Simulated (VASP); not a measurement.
VASP input:

File POSCAR:
```
TcN
1
    3.9943673447    -0.0000000000    -0.0000000000
   -0.0000000000     3.9943673447    -0.0000000000
   -0.0000000000     0.0000000000     3.9943673447
Tc N
3 3
Direct
  0.5000000000   0.5000000000   0.0000000000
  0.0000000000   0.5000000000   0.5000000000
  0.5000000000   0.0000000000   0.5000000000
  0.0000000000   0.0000000000   0.5000000000
  0.5000000000   0.0000000000   0.0000000000
  0.0000000000   0.5000000000   0.0000000000
```

**INCAR**
```
SYSTEM = TcN
PREC = Accurate; ENCUT = 520; LREAL = .FALSE.
LASPH = .TRUE.
EDIFF = 1E-6; NELM = 100; ALGO = Normal
LMAXMIX = 4
ISMEAR = 1; SIGMA = 0.1
GGA = PS
IBRION = 2; NSW = 60; ISIF = 3
EDIFFG = -0.02
LWAVE = .FALSE.; LCHARG = .FALSE.
```

### KPOINTS
```
Automatic mesh
0
Gamma
7 7 7
0 0 0
```

POTCAR, in this order: Tc_pv N (PBE.64 set). Program: vasp_std.

Question: Translate this PBEsol calculation to Quantum ESPRESSO's pw.x.

Answer: One equivalent input (not run):
```
&CONTROL
  calculation = 'vc-relax'
  pseudo_dir = './pseudo'
  outdir = './out'
  tprnfor = .true.
  tstress = .true.
  nstep = 60
  forc_conv_thr = 0.00078
/
&SYSTEM
  ibrav = 0
  nat = 6
  ntyp = 2
  ecutwfc = 84
  occupations = 'smearing'
  smearing = 'methfessel-paxton'
  degauss = 0.00735
  input_dft = 'pbesol'
/
&ELECTRONS
  conv_thr = 7.3e-08
  electron_maxstep = 100
/
&IONS
/
&CELL
/
ATOMIC_SPECIES
  Tc 97.907 Tc.upf
  N 14.007 N.upf
CELL_PARAMETERS angstrom
     3.9943673   -0.0000000   -0.0000000
    -0.0000000    3.9943673   -0.0000000
    -0.0000000    0.0000000    3.9943673
ATOMIC_POSITIONS crystal
  Tc   0.5000000  0.5000000  0.0000000
  Tc   0.0000000  0.5000000  0.5000000
  Tc   0.5000000  0.0000000  0.5000000
  N    0.0000000  0.0000000  0.5000000
  N    0.5000000  0.0000000  0.0000000
  N    0.0000000  0.5000000  0.0000000
K_POINTS automatic
  7 7 7 0 0 0
```
What does not carry over: the potentials are each code's own (VASP's PAW set, PseudoDojo norm-conserving files in pw.x), so ENCUT and ecutwfc are chosen apart and not converted; conv_thr bounds pw.x's estimated SCF error, while EDIFF bounds the energy change between steps; forc_conv_thr acts on force components and is met together with etot_conv_thr.

The structure comes from a computed database's TcN entry (Pm-3m); how it stands against other phases isn't given here. It was relaxed first. The start is the result of an earlier pass.
